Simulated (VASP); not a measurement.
VASP ran on this input.

### INCAR
```
! general
SYSTEM   =  Mg2Sn
PREC     =  Accurate
ENCUT    =  480
LREAL    =  .FALSE.
LASPH    =  .TRUE.

! electronic loop
EDIFF    =  1E-7
NELM     =  100
ALGO     =  Normal
LMAXMIX  =  4

! smearing
ISMEAR   =  1
SIGMA    =  0.1

! functional
GGA      =  PS

! ions
ISIF     =  2

! output
LWAVE    =  .FALSE.
LCHARG   =  .FALSE.
```

File POSCAR:
```
Mg2Sn
1
   -0.0000000000     3.3714256251     3.3714256251
    3.3714256251    -0.0000000000     3.3714256251
    3.3714256251     3.3714256251     0.0000000000
Mg Sn
2 1
Direct
  0.2500000000   0.2500000000   0.2500000000
  0.7500000000   0.7500000000   0.7500000000
  0.0000000000   1.0000000000   1.0000000000
```

File KPOINTS:
```
Automatic mesh
0
Gamma
8 8 8
0 0 0
```

POTCAR, in this order: Mg Sn_d (PBE.64 set). Program: vasp_std.

Problem. Translate this PBEsol calculation to Ansatz.

Solution. One equivalent input (not run):
Ansatz 0.2 input:
```yaml
crystal:
  lattice:
    - [0.0000000, 3.3714256, 3.3714256]
    - [3.3714256, 0.0000000, 3.3714256]
    - [3.3714256, 3.3714256, 0.0000000]
  atoms:
    - { symbol: Mg, position: [0.2500000, 0.2500000, 0.2500000] }
    - { symbol: Mg, position: [0.7500000, 0.7500000, 0.7500000] }
    - { symbol: Sn, position: [0.0000000, 1.0000000, 1.0000000] }
kpoints:
  mp_grid: { grid: [8, 8, 8] }
hamiltonian:
  xc: pbesol
  pseudopotentials: { kind: paw }
scf:
  occupations: { method: methfessel_paxton, width: 0.1 }
  max_iter: 100
output: { forces: true, stress: true, eigenvalues: true }
```
The two are equivalent in intent, not identical: each code has its own PAW files, so the cut-off isn't converted (ENCUT is set for VASP's; basis.ecutwfc is left out, and Ansatz then takes the one that its files recommend); Ansatz stops its SCF on the density residual and VASP on the energy change (EDIFF).

The compound is Mg2Sn in the antifluorite structure. It was relaxed first.
